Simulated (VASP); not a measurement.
Output of a VASP run:

OUTCAR:
```
 ion  position               nearest neighbor table
   1  0.500  0.000  0.000-   2 2.37  30 2.37  45 2.37  61 2.37
   2  0.625  0.125  0.125-   1 2.37   3 2.37   5 2.37  17 2.37
   3  0.750  0.250  0.000-   2 2.37   4 2.37  26 2.37  47 2.37
   4  0.875  0.375  0.125-   3 2.37  19 2.37  27 2.37  31 2.37
   5  0.750  0.000  0.250-   2 2.37   6 2.37  14 2.37  36 2.37
   6  0.875  0.125  0.375-   5 2.37  23 2.37  31 2.37  37 2.37
   7  0.000  0.000  0.000-   8 2.37  14 2.37  26 2.37  63 2.37
   8  0.125  0.125  0.125-   7 2.37   9 2.37  15 2.37  31 2.37
   9  0.250  0.250  0.000-   8 2.37  10 2.37  45 2.37  57 2.37
  10  0.375  0.375  0.125-   9 2.37  11 2.37  17 2.37  33 2.37
  11  0.500  0.500  0.000-  10 2.37  12 2.37  47 2.37  59 2.37
  12  0.625  0.625  0.125-  11 2.37  13 2.37  19 2.37  35 2.37
  13  0.750  0.750  0.000-  12 2.37  14 2.37  49 2.37  61 2.37
  14  0.875  0.875  0.125-   5 2.37   7 2.37  13 2.37  50 2.37
  15  0.250  0.000  0.250-   8 2.37  16 2.37  30 2.37  51 2.37
  16  0.375  0.125  0.375-  15 2.37  17 2.37  21 2.37  39 2.37
  17  0.500  0.250  0.250-   2 2.37  10 2.37  16 2.37  18 2.42
  18  0.625  0.379  0.379-  64 2.33  19 2.36  23 2.37  17 2.42
  19  0.750  0.500  0.250-  18 2.36  12 2.37   4 2.37  20 2.37
  20  0.875  0.625  0.375-  19 2.37  42 2.37  50 2.37  52 2.37
  21  0.500  0.000  0.500-  16 2.37  22 2.37  36 2.37  55 2.37
  22  0.625  0.125  0.625-  21 2.37  23 2.37  25 2.37  46 2.37
  23  0.750  0.250  0.500-   6 2.37  22 2.37  24 2.37  18 2.37
  24  0.875  0.375  0.625-  23 2.37  48 2.37  52 2.37  56 2.37
  25  0.750  0.000  0.750-  22 2.37  26 2.37  43 2.37  61 2.37
  26  0.875  0.125  0.875-   3 2.37   7 2.37  25 2.37  56 2.37
  27  0.000  0.500  0.000-   4 2.37  28 2.37  49 2.37  57 2.37
  28  0.125  0.625  0.125-  27 2.37  29 2.37  33 2.37  50 2.37
  29  0.250  0.750  0.000-  28 2.37  30 2.37  59 2.37  63 2.37
  30  0.375  0.875  0.125-   1 2.37  15 2.37  29 2.37  35 2.37
  31  0.000  0.250  0.250-   4 2.37   6 2.37   8 2.37  32 2.37
  32  0.125  0.375  0.375-  31 2.37  33 2.37  39 2.37  52 2.37
  33  0.250  0.500  0.250-  10 2.37  28 2.37  32 2.37  34 2.39
  34  0.376  0.627  0.375-  35 2.35  54 2.36  33 2.39  64 2.41
  35  0.500  0.750  0.250-  34 2.35  30 2.37  12 2.37  36 2.37
  36  0.625  0.875  0.375-   5 2.37  21 2.37  35 2.37  42 2.37
  37  0.000  0.000  0.500-   6 2.37  38 2.37  43 2.37  51 2.37
  38  0.125  0.125  0.625-  37 2.37  39 2.37  44 2.37  56 2.37
  39  0.250  0.250  0.500-  16 2.37  32 2.37  38 2.37  40 2.41
  40  0.376  0.379  0.627-  64 2.30  58 2.34  46 2.38  39 2.41
  41  0.623  0.621  0.627-  64 2.34  48 2.35  60 2.37  42 2.42
  42  0.750  0.750  0.500-  20 2.37  36 2.37  43 2.37  41 2.42
  43  0.875  0.875  0.625-  25 2.37  37 2.37  42 2.37  62 2.37
  44  0.250  0.000  0.750-  38 2.37  45 2.37  55 2.37  63 2.37
  45  0.375  0.125  0.875-   1 2.37   9 2.37  44 2.37  46 2.37
  46  0.500  0.250  0.750-  22 2.37  45 2.37  47 2.37  40 2.38
  47  0.625  0.375  0.875-   3 2.37  11 2.37  46 2.37  48 2.37
  48  0.750  0.500  0.750-  41 2.35  24 2.37  47 2.37  49 2.37
  49  0.875  0.625  0.875-  13 2.37  27 2.37  48 2.37  62 2.37
  50  0.000  0.750  0.250-  14 2.37  20 2.37  28 2.37  51 2.37
  51  0.125  0.875  0.375-  15 2.37  37 2.37  50 2.37  54 2.37
  52  0.000  0.500  0.500-  20 2.37  24 2.37  32 2.37  53 2.37
  53  0.125  0.625  0.625-  52 2.37  54 2.37  58 2.37  62 2.37
  54  0.250  0.750  0.500-  34 2.36  51 2.37  53 2.37  55 2.37
  55  0.375  0.875  0.625-  21 2.37  44 2.37  54 2.37  60 2.37
  56  0.000  0.250  0.750-  24 2.37  26 2.37  38 2.37  57 2.37
  57  0.125  0.375  0.875-   9 2.37  27 2.37  56 2.37  58 2.37
  58  0.250  0.500  0.750-  40 2.34  53 2.37  57 2.37  59 2.37
  59  0.375  0.625  0.875-  11 2.37  29 2.37  58 2.37  60 2.37
  60  0.500  0.750  0.750-  55 2.37  59 2.37  61 2.37  41 2.37
  61  0.625  0.875  0.875-   1 2.37  13 2.37  25 2.37  60 2.37
  62  0.000  0.750  0.750-  43 2.37  49 2.37  53 2.37  63 2.37
  63  0.125  0.875  0.875-   7 2.37  29 2.37  44 2.37  62 2.37
  64  0.500  0.497  0.504-  40 2.30  18 2.33  41 2.34  34 2.41
 Subroutine IBZKPT returns following result:
 Found      1 irreducible k-points:

 Following reciprocal coordinates:
            Coordinates               Weight
  0.000000  0.000000  0.000000      1.000000
   k-points           NKPTS =      1   k-points in BZ     NKDIM =      1   number of bands    NBANDS=    162
   number of dos      NEDOS =    301   number of ions     NIONS =     64
   total plane-waves  NPLWV = 157464
   dimension x,y,z NGX =    54 NGY =   54 NGZ =   54
   dimension x,y,z NGXF=   108 NGYF=  108 NGZF=  108
   ions per type =              63   1
   PREC   = normal    normal or accurate (medium, high low for compatibility)
   ISTART =      0    job   : 0-new  1-cont  2-samecut
   ICHARG =      2    charge: 1-file 2-atom 10-const
...
```

OSZICAR:
```
...
RMM:   2    -0.324831216952E+03   -0.16383E-02   -0.18802E-02   648   0.278E-01    0.946E-02
RMM:   3    -0.324831485517E+03   -0.26857E-03   -0.34322E-03   667   0.127E-01    0.454E-02
RMM:   4    -0.324831518411E+03   -0.32894E-04   -0.55100E-04   679   0.551E-02    0.233E-02
RMM:   5    -0.324831525615E+03   -0.72040E-05   -0.98486E-05   610   0.231E-02
   5 F= -.32483153E+03 E0= -.32481289E+03  d E =-.255652E+00  mag=     1.0000
       N       E                     dE             d eps       ncg     rms          rms(c)
DAV:   1    -0.324862720743E+03   -0.31202E-01   -0.70653E-01   688   0.162E+00    0.473E-01
RMM:   2    -0.324866255659E+03   -0.35349E-02   -0.42278E-02   648   0.456E-01    0.170E-01
RMM:   3    -0.324866687459E+03   -0.43180E-03   -0.70835E-03   657   0.207E-01    0.794E-02
RMM:   4    -0.324866763820E+03   -0.76362E-04   -0.12834E-03   680   0.909E-02    0.417E-02
RMM:   5    -0.324866782137E+03   -0.18317E-04   -0.25167E-04   686   0.404E-02    0.139E-02
RMM:   6    -0.324866787888E+03   -0.57505E-05   -0.59010E-05   543   0.183E-02
   6 F= -.32486679E+03 E0= -.32484839E+03  d E =-.352623E-01  mag=     1.0000
       N       E                     dE             d eps       ncg     rms          rms(c)
DAV:   1    -0.324870204388E+03   -0.34223E-02   -0.19040E-01   736   0.839E-01    0.246E-01
RMM:   2    -0.324871168882E+03   -0.96449E-03   -0.11489E-02   648   0.238E-01    0.883E-02
RMM:   3    -0.324871285952E+03   -0.11707E-03   -0.19109E-03   655   0.108E-01    0.411E-02
RMM:   4    -0.324871308466E+03   -0.22513E-04   -0.35914E-04   680   0.477E-02    0.219E-02
RMM:   5    -0.324871313346E+03   -0.48801E-05   -0.67603E-05   602   0.211E-02
   7 F= -.32487131E+03 E0= -.32485306E+03  d E =-.397877E-01  mag=     1.0000
       N       E                     dE             d eps       ncg     rms          rms(c)
DAV:   1    -0.324877495856E+03   -0.61874E-02   -0.21801E-01   672   0.875E-01    0.243E-01
RMM:   2    -0.324878707608E+03   -0.12118E-02   -0.13349E-02   648   0.253E-01    0.919E-02
RMM:   3    -0.324878827415E+03   -0.11981E-03   -0.22084E-03   654   0.115E-01    0.425E-02
RMM:   4    -0.324878854005E+03   -0.26590E-04   -0.45571E-04   678   0.520E-02    0.236E-02
RMM:   5    -0.324878860847E+03   -0.68420E-05   -0.81077E-05   626   0.221E-02
   8 F= -.32487886E+03 E0= -.32486115E+03  d E =-.754750E-02  mag=     1.0000
       N       E                     dE             d eps       ncg     rms          rms(c)
DAV:   1    -0.324879237302E+03   -0.38330E-03   -0.21933E-02   736   0.278E-01    0.773E-02
RMM:   2    -0.324879364590E+03   -0.12729E-03   -0.13753E-03   648   0.815E-02    0.294E-02
RMM:   3    -0.324879379319E+03   -0.14730E-04   -0.23703E-04   656   0.376E-02    0.143E-02
RMM:   4    -0.324879382312E+03   -0.29921E-05   -0.47460E-05   530   0.170E-02
   9 F= -.32487938E+03 E0= -.32486190E+03  d E =-.806897E-02  mag=     1.0000
       N       E                     dE             d eps       ncg     rms          rms(c)
DAV:   1    -0.324880921388E+03   -0.15421E-02   -0.49677E-02   704   0.422E-01    0.114E-01
RMM:   2    -0.324881177527E+03   -0.25614E-03   -0.28805E-03   648   0.119E-01    0.449E-02
RMM:   3    -0.324881202635E+03   -0.25108E-04   -0.51584E-04   654   0.547E-02    0.216E-02
RMM:   4    -0.324881209603E+03   -0.69680E-05   -0.11544E-04   671   0.253E-02    0.122E-02
RMM:   5    -0.324881211766E+03   -0.21627E-05   -0.18670E-05   391   0.109E-02
  10 F= -.32488121E+03 E0= -.32486421E+03  d E =-.182945E-02  mag=     1.0000
```

**OUTCAR**
```
------------------------ aborting loop because EDIFF is reached ----------------------------------------
  FORCE on cell =-STRESS in cart. coord.  units (eV):
  Direction    XX          YY          ZZ          XY          YZ          ZX
  --------------------------------------------------------------------------------------
  Total       31.2275590     31.3560921     31.3001504      0.0315154     -0.1005224     -0.0707602
  in kB       38.2423952     38.3998014     38.3312932      0.0385949     -0.1231034     -0.0866555
  external PRESSURE =      38.3244966 kB  Pullay stress =       0.0000000 kB
  volume of cell :     1308.29
      direct lattice vectors                 reciprocal lattice vectors
    10.937074700  0.000000000  0.000000000     0.091432127  0.000000000  0.000000000
     0.000000000 10.937074700  0.000000000     0.000000000  0.091432127  0.000000000
     0.000000000  0.000000000 10.937074700     0.000000000  0.000000000  0.091432127
 POSITION                                       TOTAL-FORCE (eV/Angst)
 -----------------------------------------------------------------------------------
      5.46763     10.93635      0.00435         0.006526     -0.005126      0.004157
      6.84142      1.36094      1.36383         0.015727     -0.000060     -0.006028
      8.20280      2.73654      0.00997        -0.002893      0.005146     -0.004001
      9.57637      4.09559      1.36258         0.001689     -0.015636     -0.001523
      8.20308      0.00298      2.73434        -0.003627     -0.014457     -0.001462
      9.57746      1.36122      4.09507        -0.000296      0.007190     -0.005780
     10.93679     10.93356      0.00195         0.006237     -0.002499      0.001366
      1.37659      1.37630      1.37607        -0.016589     -0.010973     -0.016695
      2.73658      2.73868     10.93420        -0.006142      0.004038      0.011488
      4.09494      4.09413      1.37314        -0.003319     -0.001769      0.008996
      5.46747      5.46481      0.00309         0.006564     -0.003000      0.003069
      6.84344      6.84355      1.36919        -0.000343      0.002851      0.014517
      8.20274      8.20541     10.93246        -0.002759      0.004815      0.013453
      9.56154      9.56126      1.37604         0.011846      0.012563     -0.013092
      2.73601     10.93166      2.73452        -0.003941      0.006347     -0.001237
      4.09581      1.37402      4.09549        -0.005780      0.006925     -0.003147
      5.46592      2.70283      2.69859         0.006471     -0.003391     -0.004745
      7.02530      3.92228      3.91787        -0.005766     -0.018976     -0.005961
      8.24298      5.47540      2.69475        -0.006371     -0.006158      0.001937
      9.56797      6.84468      4.09567        -0.011966      0.003005     -0.008099
      5.46758     10.93463      5.47091         0.006929      0.000555      0.006265
      6.84308      1.37083      6.84257        -0.000610      0.009852      0.005214
      8.24234      2.69951      5.47706        -0.002059      0.003248     -0.006191
      9.56861      4.09336      6.84410        -0.013302     -0.001014      0.001573
      8.20185     10.92918      8.20019        -0.003010      0.008372      0.002469
      9.56114      1.37612      9.56080         0.013525     -0.008741      0.015454
     10.93596      5.46565      0.00494         0.002121     -0.000268      0.003255
      1.36061      6.84199      1.36245        -0.003366      0.013820     -0.001056
      2.73404      8.20674      0.01038         0.000019      0.007867     -0.003238
      4.09461      9.57894      1.36245        -0.010885     -0.003192      0.003278
     10.93253      2.73840      2.73391         0.014438      0.005352     -0.003254
      1.37211      4.09520      4.09427         0.007874     -0.004775     -0.002268
      2.69848      5.46172      2.69640        -0.007617      0.000299     -0.004955
      3.91873      7.02504      3.91630        -0.018284      0.006432     -0.010381
      5.47669      8.24584      2.69390        -0.001355      0.000054      0.001390
      6.84404      9.56717      4.09599         0.000221     -0.012506     -0.003830
     10.93497     10.93399      5.47059         0.004301     -0.001536      0.007613
      1.36022      1.35938      6.84113        -0.005840      0.002010      0.010878
      2.69596      2.69950      5.46608        -0.008347     -0.005424      0.009288
      3.89931      3.90751      7.04109         0.005777     -0.004498     -0.018242
      7.02252      7.02144      7.02791         0.007770      0.016910     -0.004712
      8.23918      8.24115      5.46686         0.000985      0.005783      0.003557
      9.57450      9.57631      6.84168         0.005485      0.006865      0.015850
      2.73577      0.00353      8.20066        -0.004977     -0.012800     -0.000316
      4.09582      1.36052      9.57794        -0.007169      0.003483     -0.000664
      5.47552      2.69795      8.24223         0.001800      0.000922     -0.000293
      6.84384      4.09296      9.57015         0.002695     -0.000255     -0.013567
      8.24356      5.45704      8.24290        -0.006883      0.003351     -0.006286
      9.57813      6.84187      9.57781        -0.000690      0.009306     -0.003039
      0.00648      8.20646      2.73374        -0.007221      0.002673      0.000878
      1.36083      9.57932      4.09476         0.002038     -0.002860     -0.006332
     10.93705      5.46466      5.47030         0.005100     -0.003378      0.007363
      1.36878      6.84492      6.84231         0.014984     -0.000248      0.002149
      2.69615      8.24549      5.47649        -0.003949      0.003820     -0.001368
      4.09429      9.56739      6.84388        -0.001911     -0.014127      0.001304
      0.00720      2.73774      8.20079        -0.003542      0.005634      0.003512
...
```
(Selected blocks of OUTCAR.)

**POSCAR**
```
BiSi63
1
   10.9370747004     0.0000000000     0.0000000000
    0.0000000000    10.9370747004     0.0000000000
   -0.0000000000    -0.0000000000    10.9370747004
Si Bi
63 1
Direct
  0.5000000000   0.0000000000   0.0000000000
  0.6250000000   0.1250000000   0.1250000000
  0.7500000000   0.2500000000   0.0000000000
  0.8750000000   0.3750000000   0.1250000000
  0.7500000000   0.0000000000   0.2500000000
  0.8750000000   0.1250000000   0.3750000000
  0.0000000000   0.0000000000   0.0000000000
  0.1250000000   0.1250000000   0.1250000000
  0.2500000000   0.2500000000   0.0000000000
  0.3750000000   0.3750000000   0.1250000000
  0.5000000000   0.5000000000   0.0000000000
  0.6250000000   0.6250000000   0.1250000000
  0.7500000000   0.7500000000   0.0000000000
  0.8750000000   0.8750000000   0.1250000000
  0.2500000000   0.0000000000   0.2500000000
  0.3750000000   0.1250000000   0.3750000000
  0.5000000000   0.2500000000   0.2500000000
  0.6254290000   0.3793020000   0.3786580000
  0.7500000000   0.5000000000   0.2500000000
  0.8750000000   0.6250000000   0.3750000000
  0.5000000000   0.0000000000   0.5000000000
  0.6250000000   0.1250000000   0.6250000000
  0.7500000000   0.2500000000   0.5000000000
  0.8750000000   0.3750000000   0.6250000000
  0.7500000000   0.0000000000   0.7500000000
  0.8750000000   0.1250000000   0.8750000000
  0.0000000000   0.5000000000   0.0000000000
  0.1250000000   0.6250000000   0.1250000000
  0.2500000000   0.7500000000   0.0000000000
  0.3750000000   0.8750000000   0.1250000000
  0.0000000000   0.2500000000   0.2500000000
  0.1250000000   0.3750000000   0.3750000000
  0.2500000000   0.5000000000   0.2500000000
  0.3759740000   0.6267570000   0.3753710000
  0.5000000000   0.7500000000   0.2500000000
  0.6250000000   0.8750000000   0.3750000000
  0.0000000000   0.0000000000   0.5000000000
  0.1250000000   0.1250000000   0.6250000000
  0.2500000000   0.2500000000   0.5000000000
  0.3761170000   0.3793120000   0.6265250000
  0.6228090000   0.6212300000   0.6266010000
  0.7500000000   0.7500000000   0.5000000000
  0.8750000000   0.8750000000   0.6250000000
  0.2500000000   0.0000000000   0.7500000000
  0.3750000000   0.1250000000   0.8750000000
  0.5000000000   0.2500000000   0.7500000000
  0.6250000000   0.3750000000   0.8750000000
  0.7500000000   0.5000000000   0.7500000000
  0.8750000000   0.6250000000   0.8750000000
  0.0000000000   0.7500000000   0.2500000000
  0.1250000000   0.8750000000   0.3750000000
  0.0000000000   0.5000000000   0.5000000000
  0.1250000000   0.6250000000   0.6250000000
  0.2500000000   0.7500000000   0.5000000000
  0.3750000000   0.8750000000   0.6250000000
  0.0000000000   0.2500000000   0.7500000000
  0.1250000000   0.3750000000   0.8750000000
  0.2500000000   0.5000000000   0.7500000000
  0.3750000000   0.6250000000   0.8750000000
  0.5000000000   0.7500000000   0.7500000000
  0.6250000000   0.8750000000   0.8750000000
  0.0000000000   0.7500000000   0.7500000000
  0.1250000000   0.8750000000   0.8750000000
  0.4995110000   0.4974630000   0.5035510000
```

**Question.** Reconstruct the remaining input files.

**Answer.** Several could match; the one computed here: the input of the run itself, PBE GGA, plane waves, VASP's PBE PAW potentials (set 64).

### INCAR
```
SYSTEM = BiSi63
PREC = Normal; ENCUT = 400; LREAL = Auto
LASPH = .TRUE.; ISYM = 0; NELECT = 259.0
EDIFF = 1E-5; NELM = 100; NELMIN = 4
ALGO = Fast; LMAXMIX = 4
ISMEAR = 0; SIGMA = 0.05
GGA = PE
ISPIN = 2; MAGMOM = 64*0.0156; NUPDOWN = 1
IBRION = 2; NSW = 60; ISIF = 2
EDIFFG = -0.03
LWAVE = .FALSE.; LCHARG = .FALSE.; LORBIT = 10
```

**KPOINTS**
```
Automatic mesh
0
Gamma
1 1 1
0 0 0
```

POTCAR, in this order: Si Bi (PBE.64 set). Program: vasp_gam.

The cell is charged, with a uniform compensating background. The supercell is sampled at Γ alone, which is coarse: total energies, pressure and levels can be off, energies of defects by several tenths of an eV.

The cell is a supercell with a defect, built from Si (diamond): Bi_Si, charge -2.
